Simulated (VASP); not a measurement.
Here is the system:

```
Fe
1.0
   -1.38672     1.38672     1.38672
    1.38672    -1.38672     1.38672
    1.38672     1.38672    -1.38672
Fe
1
Direct
  0.00000   0.00000   0.00000
```
Starting moments (μB, in the order of the record's atoms Fe): 2.1.

All values below come from TPSS meta-GGA, VASP's PBE PAW potentials (set 64) (plane waves; VASP). Settings: 520 eV cut-off, 18×18×18 Γ-centred mesh, first-order Methfessel-Paxton smearing of 0.10 eV, potentials Fe.

Task: Give the stress tensor in GPa (positive for a compressed cell).

Result: 
```
7.65  0.00  0.00
0.00  7.65  0.00
0.00  0.00  7.65
```
The pressure is its mean diagonal, 7.65 GPa.

The compound is Fe in the bcc structure. This cell is one point of a volume scan, at 0.97 of the reference volume.
